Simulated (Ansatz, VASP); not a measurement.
# SnTe2 in two plane-wave programs, part 2 of 2

One calculation is typed for both programs; each brings its own data sets. How far apart do they land? The cell is generated by rule, not measured, and may not be a known phase. The cell is taken from a series of runs on this material, whose earlier steps may have relaxed, scaled, displaced or heated it; both programs get it as it stands.

VASP 6.6.1 and Ansatz 0.2.0.

So far. Step 5 (VASP: single point, PBE, pair 2): The run ends at a pressure of -0.04 GPa, with forces up to 0.14 eV/Å.

### Step 6. Ansatz: single point, PBE, pair 2

Level of this step: Ansatz beside VASP: Kohn-Sham DFT, plane waves, PBE (Ansatz).

The same cell, functional, mesh and smearing now go to Ansatz, which takes its cutoff from its data sets.

The cell is taken from a series of runs on this material, whose earlier steps may have relaxed, scaled, displaced or heated it; both programs get it as it stands.

input.yaml reads:

```yaml
crystal:
  lattice:
    - [0.0, 0.0, -4.4240602484]
    - [-7.0577214653, -7.0577214653, 0.0]
    - [-7.0577214653, 7.0577214653, 0.0]
  atoms:
    - { symbol: Sn, position: [0.0, 0.5050554799, 0.4999046562] }
    - { symbol: Sn, position: [0.0, 0.9949445201, 1.0000953438] }
    - { symbol: Sn, position: [0.5, 0.9999046562, 0.4949445201] }
    - { symbol: Sn, position: [0.5, 0.5000953438, 0.0050554799] }
    - { symbol: Te, position: [0.0, 0.1983621933, 0.5080035046] }
    - { symbol: Te, position: [0.0, 0.6974991876, -0.0080035046] }
    - { symbol: Te, position: [0.0, 0.8025008124, 0.5080035046] }
    - { symbol: Te, position: [0.0, 0.3016378067, -0.0080035046] }
    - { symbol: Te, position: [0.5, 0.0080035046, 0.1974991876] }
    - { symbol: Te, position: [0.5, 0.4919964954, 0.6983621933] }
    - { symbol: Te, position: [0.5, 0.0080035046, 0.8016378067] }
    - { symbol: Te, position: [0.5, 0.4919964954, 0.3025008124] }
kpoints:
  mp_grid: { grid: [8, 4, 4] }
hamiltonian:
  xc: pbe
scf:
  occupations: { method: methfessel_paxton, width: 0.2 }
output:
  forces: true
  stress: true
  eigenvalues: true
```

Command:

```sh
$ ansatz run input.yaml --threads 4 --pin off --max-ram 14336MiB --backend cpu --events-out ev --progress --plain --runs-dir out
```

Numbers of over 12 decimals in the logs are rounded to 6 here.

Log:

```text
[...]
Crystal: 12 atoms, lattice volume = 440.738 Å³
Basis set: ecut = 420 eV, 8627 PW (Γ), exchange–correlation on 60×144×144 points (8 copies of the dense FFT grid, shifted against one another)
Bands: 111, of which v1, the nominal top of the filled ones, is band 92 counted from 1 (91 counted from 0)
Symmetry: 8 space group operations
[...]
k-points: 30 of 128
[...]
k-point 0: bands = [... 88 lower, 6.1214, 6.1214, 6.7242, 6.7242, 6.9463, 6.9463, 7.3664, 7.4581, ... 15 higher]
  k-point 1: bands = [... 88 lower, 6.2440, 6.2903, 6.6462, 6.6846, 6.8518, 7.0094, 7.1687, 7.4029, ... 15 higher]
  k-point 2: bands = [... 88 lower, 6.4218, 6.4267, 6.5189, 6.6971, 6.7279, 6.8811, 7.1522, 7.2758, ... 15 higher]
  k-point 29: bands = [... 88 lower, 6.3930, 6.3930, 6.4135, 6.4135, 7.7641, 7.7641, 7.7676, 7.7676, ... 15 higher]
[key lines of the parts left out:]
SCF converged after 7 iterations
Free energy (F): -79935.516432 eV
Fermi energy:    6.802800 eV
P = ⅓ Tr σ = -0.0310 GPa (-0.310 kbar)
```

The run ends at a pressure of -0.03 GPa, with forces up to 0.14 eV/Å.

### Step 7. Side by side

What differs besides the data sets and the points named for the pairs above, as far as they apply: the data sets hold 184 valence electrons in Ansatz (on its default PAW (the set named soft_2) files) and 104 in VASP. Total energies have different zeros and are not compared.

The two programs side by side:

| quantity | Ansatz | VASP | difference |
| --- | --- | --- | --- |
| pressure (GPa) | -0.03 | -0.04 | +0.01 |

Forces on 8 of the 12 atoms, those with the largest forces and the largest differences (eV/Å; atoms numbered as in POSCAR):

| atom | Ansatz x, y, z | VASP x, y, z |
| --- | --- | --- |
| Te5 | -0.096, 0.098, 0.000 | -0.097, 0.095, 0.000 |
| Te6 | 0.113, -0.084, 0.000 | 0.110, -0.085, 0.000 |
| Te7 | -0.113, 0.084, 0.000 | -0.110, 0.085, 0.000 |
| Te8 | 0.096, -0.098, 0.000 | 0.097, -0.095, 0.000 |
| Te9 | -0.084, -0.113, 0.000 | -0.085, -0.110, 0.000 |
| Te10 | 0.098, 0.096, 0.000 | 0.095, 0.097, 0.000 |
| Te11 | -0.098, -0.096, 0.000 | -0.095, -0.097, 0.000 |
| Te12 | 0.084, 0.113, 0.000 | 0.085, 0.110, 0.000 |

The forces differ by 1.7 meV/Å r.m.s., which is 2.5 % of the r.m.s. force of 0.069 eV/Å (both taken over all components).

### Step 8. Ansatz: single point, PBE, pair 3

A single point gives forces, pressure and levels at one fixed geometry, so differences don't come from the geometry; what else differs is listed under the comparison.

The cell is taken from a series of runs on this material, whose earlier steps may have relaxed, scaled, displaced or heated it; both programs get it as it stands.

input.yaml reads:

```yaml
crystal:
  lattice:
    - [0.0, 0.0, -4.4240602484]
    - [-7.0577214653, -7.0577214653, 0.0]
    - [-7.0577214653, 7.0577214653, 0.0]
  atoms:
    - { symbol: Sn, position: [0.0, 0.5088470898, 0.4998331483] }
    - { symbol: Sn, position: [0.0, 0.9911529102, 1.0001668517] }
    - { symbol: Sn, position: [0.5, 0.9998331483, 0.4911529102] }
    - { symbol: Sn, position: [0.5, 0.5001668517, 0.0088470898] }
    - { symbol: Te, position: [0.0, 0.1986858204, 0.514006133] }
    - { symbol: Te, position: [0.0, 0.6971755605, -0.014006133] }
    - { symbol: Te, position: [0.0, 0.8028244395, 0.514006133] }
    - { symbol: Te, position: [0.0, 0.3013141796, -0.014006133] }
    - { symbol: Te, position: [0.5, 0.014006133, 0.1971755605] }
    - { symbol: Te, position: [0.5, 0.485993867, 0.6986858204] }
    - { symbol: Te, position: [0.5, 0.014006133, 0.8013141796] }
    - { symbol: Te, position: [0.5, 0.485993867, 0.3028244395] }
kpoints:
  mp_grid: { grid: [8, 4, 4] }
hamiltonian:
  xc: pbe
scf:
  occupations: { method: methfessel_paxton, width: 0.2 }
output:
  forces: true
  stress: true
  eigenvalues: true
```

Log:

```text
[...]
Crystal: 12 atoms, lattice volume = 440.738 Å³
Basis set: ecut = 420 eV, 8627 PW (Γ), exchange–correlation on 60×144×144 points (8 copies of the dense FFT grid, shifted against one another)
Bands: 111, of which v1, the nominal top of the filled ones, is band 92 counted from 1 (91 counted from 0)
Symmetry: 8 space group operations
[...]
k-points: 30 of 128
[...]
k-point 0: bands = [... 88 lower, 6.1301, 6.1301, 6.6653, 6.6653, 7.0141, 7.0141, 7.3173, 7.4619, ... 15 higher]
  k-point 1: bands = [... 88 lower, 6.2651, 6.2670, 6.5844, 6.6400, 6.8971, 7.0447, 7.2012, 7.4193, ... 15 higher]
  k-point 2: bands = [... 88 lower, 6.3807, 6.3981, 6.4164, 6.6868, 6.7463, 7.0207, 7.1264, 7.3385, ... 15 higher]
  k-point 29: bands = [... 88 lower, 6.3755, 6.3755, 6.4385, 6.4385, 7.7424, 7.7424, 7.7539, 7.7539, ... 15 higher]
[key lines of the parts left out:]
SCF converged after 7 iterations
Free energy (F): -79935.612414 eV
Fermi energy:    6.819332 eV
P = ⅓ Tr σ = -0.0872 GPa (-0.872 kbar)
```

The run ends at a pressure of -0.09 GPa, with forces up to 0.22 eV/Å.

### Step 9. VASP: single point, PBE, pair 3

The same cell, functional, mesh and smearing now go to VASP, with its own data sets.

INCAR reads:

```
SYSTEM = SnTe2
PREC = Accurate
ENCUT = 500
EDIFF = 1E-06
NELM = 120
ISMEAR = 1
SIGMA = 0.2
LREAL = .FALSE.
ALGO = Normal
GGA = PE
NBANDS = 64
LORBIT = 11
LWAVE = .FALSE.
LCHARG = .FALSE.
ISIF = 2
LASPH = .TRUE.
GGA_COMPAT = .FALSE.
KPAR = 2
```

POSCAR reads:

```
SnTe2
1.0
    0.0000000000      0.0000000000     -4.4240602484
   -7.0577214653     -7.0577214653      0.0000000000
   -7.0577214653      7.0577214653      0.0000000000
Sn Te
4 8
Direct
    0.0000000000      0.5088470898      0.4998331483
    0.0000000000      0.9911529102      0.0001668517
    0.5000000000      0.9998331483      0.4911529102
    0.5000000000      0.5001668517      0.0088470898
    0.0000000000      0.1986858204      0.5140061330
    0.0000000000      0.6971755605      0.9859938670
    0.0000000000      0.8028244395      0.5140061330
    0.0000000000      0.3013141796      0.9859938670
    0.5000000000      0.0140061330      0.1971755605
    0.5000000000      0.4859938670      0.6986858204
    0.5000000000      0.0140061330      0.8013141796
    0.5000000000      0.4859938670      0.3028244395
```

KPOINTS reads:

```
Automatic mesh
0
Gamma
8 4 4
0 0 0
```

The projector-augmented-wave data sets are Sn_d and Te (PBE family, release 64).

Command:

```sh
$ mpirun -np 2 vasp_std
```

Log:

```text
[... set-up lines as in an earlier step ...]
 entering main loop
       N       E                     dE             d eps       ncg     rms          rms(c)
DAV:   1     0.948982652736E+03    0.94898E+03   -0.42313E+04  3840   0.162E+03
DAV:   2     0.113181814476E+03   -0.83580E+03   -0.81244E+03  4072   0.402E+02
DAV:   3    -0.297052062894E+02   -0.14289E+03   -0.13849E+03  4456   0.171E+02
DAV:   4    -0.396607704720E+02   -0.99556E+01   -0.97385E+01  4448   0.452E+01
[...]
DAV:  12    -0.396317695344E+02   -0.22313E-04   -0.41102E-05  3744   0.208E-02    0.210E-02
DAV:  13    -0.396317754972E+02   -0.59628E-05   -0.17092E-05  3840   0.162E-02    0.409E-03
DAV:  14    -0.396317757700E+02   -0.27280E-06   -0.10805E-06  2632   0.444E-03
   1 F= -.39631776E+02 E0= -.39634550E+02  d E =0.832356E-02
```

OUTCAR, selected parts (step 9):

```text
  Total       -0.2697394     -0.2697394     -0.2634858     -0.0000001      0.0000000      0.0000000
  in kB       -0.9805615     -0.9805615     -0.9578286     -0.0000004      0.0000000      0.0000000
  external PRESSURE =      -0.9729839 kB  Pullay stress =       0.0000000 kB

 POSITION                                       TOTAL-FORCE (eV/Angst)
 -----------------------------------------------------------------------------------
     -7.11898     -0.06362      0.00000        -0.065650     -0.053562     -0.000000
     -6.99646     -6.99410      0.00000         0.065650      0.053562     -0.000000
    -10.52296     -3.59012     -2.21203         0.053562     -0.065650     -0.000000
     -3.59248     -3.46760     -2.21203        -0.053562      0.065650      0.000000
     -5.02998      2.22544      0.00000        -0.108611      0.163818      0.000000
    -11.87934      2.03840      0.00000         0.192588     -0.096570      0.000000
     -9.29382     -2.03840      0.00000        -0.192588      0.096570     -0.000000
     -9.08546      4.83228      0.00000         0.108611     -0.163818     -0.000000
     -1.49046      1.29276     -2.21203        -0.096570     -0.192588     -0.000000
     -8.36114      1.50112     -2.21203         0.163818      0.108611      0.000000
     -5.75430      5.55660     -2.21203        -0.163818     -0.108611     -0.000000
     -5.56726     -1.29276     -2.21203         0.096570      0.192588     -0.000000
 -----------------------------------------------------------------------------------
    total drift:                               -0.000000     -0.000000     -0.000000

  FREE ENERGIE OF THE ION-ELECTRON SYSTEM (eV)
  ---------------------------------------------------
  free  energy   TOTEN  =       -39.6317757700 eV

  energy  without entropy=      -39.6400993326  energy(sigma->0) =      -39.63455029

[... 2 parts as in an earlier step ...]

[... 1 further part left out ...]
[key lines of the parts left out:]
E-fermi :   4.4046
```

The run ends at a pressure of -0.10 GPa, with forces up to 0.22 eV/Å.

### Step 10. Comparison

What differs besides the data sets and the points named for the pairs above, as far as they apply: the data sets hold 184 valence electrons in Ansatz (on its default PAW (the set named soft_2) files) and 104 in VASP. Total energies have different zeros and are not compared.

Both answers:

| quantity | Ansatz | VASP | difference |
| --- | --- | --- | --- |
| pressure (GPa) | -0.09 | -0.10 | +0.01 |

Forces on 10 of the 12 atoms, those with the largest forces and the largest differences (eV/Å; atoms numbered as in POSCAR):

```csv
atom,"Ansatz x, y, z","VASP x, y, z"
Sn2,"0.068, 0.058, 0.000","0.066, 0.054, 0.000"
Sn3,"0.058, -0.068, 0.000","0.054, -0.066, 0.000"
Sn4,"-0.058, 0.068, 0.000","-0.054, 0.066, 0.000"
Te6,"0.195, -0.097, 0.000","0.193, -0.097, 0.000"
Te7,"-0.195, 0.097, 0.000","-0.193, 0.097, 0.000"
Te8,"0.107, -0.167, 0.000","0.109, -0.164, 0.000"
Te9,"-0.097, -0.195, 0.000","-0.097, -0.193, 0.000"
Te10,"0.167, 0.107, 0.000","0.164, 0.109, 0.000"
Te11,"-0.167, -0.107, 0.000","-0.164, -0.109, 0.000"
Te12,"0.097, 0.195, 0.000","0.097, 0.193, 0.000"
```

The forces differ by 2.2 meV/Å r.m.s., which is 2.2 % of the r.m.s. force of 0.101 eV/Å (both taken over all components).

### Step 11. Outcome

```
r.m.s. force difference (single point, PBE, pair 1) : 1.4 meV/Å
r.m.s. force difference (single point, PBE, pair 2) : 1.7 meV/Å
r.m.s. force difference (single point, PBE, pair 3) : 2.2 meV/Å
```

What this shows: The r.m.s. force difference is 2.2 meV/Å (single point, PBE, pair 3), within the 12 meV/Å picked in this series as the mark of a large difference. The data sets hold unlike numbers of valence electrons (92 in Ansatz and 52 in VASP and 184 in Ansatz and 104 in VASP), so part of the differences comes from the potentials. 1 further run of this series is not shown here. How closely two codes agree says nothing of how well the functional describes the real material.

[Lines on the potential files, build, host, timing and source positions are cut from VASP's logs without a mark.]

[Logs are printed without paths, hosts, clocks, repeated set-up lines and the standing remarks that a program may print on its own settings, such as how far it seeks lower states.]

[Hosts, paths, dates, database ids (printed as entryN), source tags and the programs' standing remarks are cut or masked in the printed files.]
